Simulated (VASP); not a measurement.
Data:

```
CELL_PARAMETERS angstrom
      3.24767     0.00000     0.00000
     -1.62383     2.81256     0.00000
      0.00000     0.00000     5.21185
ATOMIC_POSITIONS crystal
  Zn 0.33333 0.66667 0.00000
  Zn 0.66667 0.33333 0.50000
  O  0.33333 0.66667 0.38200
  O  0.66667 0.33333 0.88200
```

Calculation: r2SCAN meta-GGA, VASP's PBE PAW potentials (set 64) (plane waves; VASP). Run with PREC = Normal, EDIFF = 1E-5, 450 eV cut-off, 10×10×6 Γ-centred mesh, Gaussian smearing of 0.050 eV, potentials Zn O.

At this cut-off the stress carries a Pulay error, which pulls relaxed volumes low.

Q: Give the stress tensor in GPa (positive for a compressed cell).

A: 
```
-2.06   0.00   0.00
 0.00  -2.06   0.00
 0.00   0.00  -2.23
```
The pressure is its mean diagonal, -2.12 GPa.

The compound is ZnO in the wurtzite structure. It was relaxed first.
